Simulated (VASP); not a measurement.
VASP ran on this input.

### INCAR
```
LMAXMIX = 4   ! l cut-off of mixed one-centre charges
ISMEAR = 0   ! Gaussian
ENCUT = 530   ! plane-wave cut-off (eV)
ALGO = Normal   ! blocked Davidson
NELM = 100   ! most electronic steps
ISIF = 3
GGA = PS   ! PBEsol
LCHARG = .FALSE.
LREAL = .FALSE.   ! projection in real space or not
IBRION = 2
SYSTEM = SrO
SIGMA = 0.05
LWAVE = .FALSE.
LASPH = .TRUE.   ! aspherical one-centre terms
EDIFF = 1E-6   ! SCF stop (eV)
PREC = Accurate
EDIFFG = -0.01
NSW = 60   ! most ionic steps
```

File KPOINTS:
```
kpoints
0
G
  8 8 8
0 0 0
```

File POSCAR:
```
SrO
1
    0.0000000000     2.5800000000     2.5800000000
    2.5800000000     0.0000000000     2.5800000000
    2.5800000000     2.5800000000     0.0000000000
Sr O
1 1
Direct
  0.0000000000   0.0000000000   0.0000000000
  0.5000000000   0.5000000000   0.5000000000
```

POTCAR, in this order: Sr_sv O (PBE.64 set). Program: vasp_std.

**Question.** Translate this PBEsol calculation to Quantum ESPRESSO's pw.x.

**Answer.** One equivalent input (not run):
```
&CONTROL
  calculation = 'vc-relax'
  pseudo_dir = './pseudo'
  outdir = './out'
  tprnfor = .true.
  tstress = .true.
  nstep = 60
  forc_conv_thr = 0.00039
/
&SYSTEM
  ibrav = 0
  nat = 2
  ntyp = 2
  ecutwfc = 84
  occupations = 'smearing'
  smearing = 'gaussian'
  degauss = 0.003675
  input_dft = 'pbesol'
/
&ELECTRONS
  conv_thr = 7.3e-08
  electron_maxstep = 100
/
&IONS
/
&CELL
/
ATOMIC_SPECIES
  Sr 87.620 Sr.upf
  O 15.999 O.upf
CELL_PARAMETERS angstrom
     0.0000000    2.5800000    2.5800000
     2.5800000    0.0000000    2.5800000
     2.5800000    2.5800000    0.0000000
ATOMIC_POSITIONS crystal
  Sr   0.0000000  0.0000000  0.0000000
  O    0.5000000  0.5000000  0.5000000
K_POINTS automatic
  8 8 8 0 0 0
```
Limits of the translation: the potentials are each code's own (VASP's PAW set, PseudoDojo norm-conserving files in pw.x), so ENCUT and ecutwfc are chosen apart and not converted; conv_thr bounds pw.x's estimated SCF error, while EDIFF bounds the energy change between steps; forc_conv_thr acts on force components and is met together with etot_conv_thr.

The compound is SrO in the rock salt structure. This run relaxes it. Symmetry was kept, so distortions that lower it aren't found.
